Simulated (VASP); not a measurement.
## HfCu3 (space group I4/mmm): computed properties

All values below come from PBEsol GGA, VASP's PBE PAW potentials (set 64) (plane waves; VASP 6.6.1).

```yaml
space_group: I4/mmm (139)
cell: a = 4.0237 Å, b = 4.0237 Å, c = 6.7696 Å, α = 90.00°, β = 90.00°, γ = 90.00°
volume_per_atom: 13.70 Å³/atom
band gap (over mesh and band path): none (metal, semimetal or under 0.01 eV)
density: 11.18 g/cm³
```

```
CELL_PARAMETERS angstrom
     -2.01187     2.01187     3.38482
      2.01187    -2.01187     3.38482
      2.01187     2.01187    -3.38482
ATOMIC_POSITIONS crystal
  Hf 0.00000 0.00000 0.00000
  Cu 0.75000 0.25000 0.50000
  Cu 0.25000 0.75000 0.50000
  Cu 0.50000 0.50000 0.00000
```

Unless said otherwise, spin-orbit coupling is left out, though it shifts the bands of the heavy elements here.

The structure comes from a computed database's HfCu3 entry (I4/mmm); how it stands against other phases isn't given here. It was relaxed first. Symmetry was kept, so distortions that lower it aren't found. The electron count is odd and the run is not spin-polarised, which forces a metal.
